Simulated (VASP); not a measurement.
Consider the following.

```yaml
crystal:
  lattice:
    - [-1.57789, 1.57789, 1.57789]
    - [1.57789, -1.57789, 1.57789]
    - [1.57789, 1.57789, -1.57789]
  atoms:
    - { symbol: Mo, position: [0.00000, 0.00000, 0.00000] }
```

These are r2SCAN meta-GGA, VASP's PBE PAW potentials (set 64) (plane waves; VASP) values and carry that method's errors. Numerical set-up: 520 eV cut-off, 18×18×18 Γ-centred mesh, tetrahedra with Blöchl corrections, potentials Mo_sv.

Question: What does the run give for the energy per atom (σ→0), band gap (over mesh and band path) with the smallest direct gap where there is one?

Answer: 
```yaml
band gap (over mesh and band path): none (metal, semimetal or under 0.01 eV)
energy per atom (σ→0): -26.078 eV/atom
```

The absolute energy has meaning only against runs of the same code, potentials and settings.

The compound is Mo in the bcc structure. It was relaxed first.
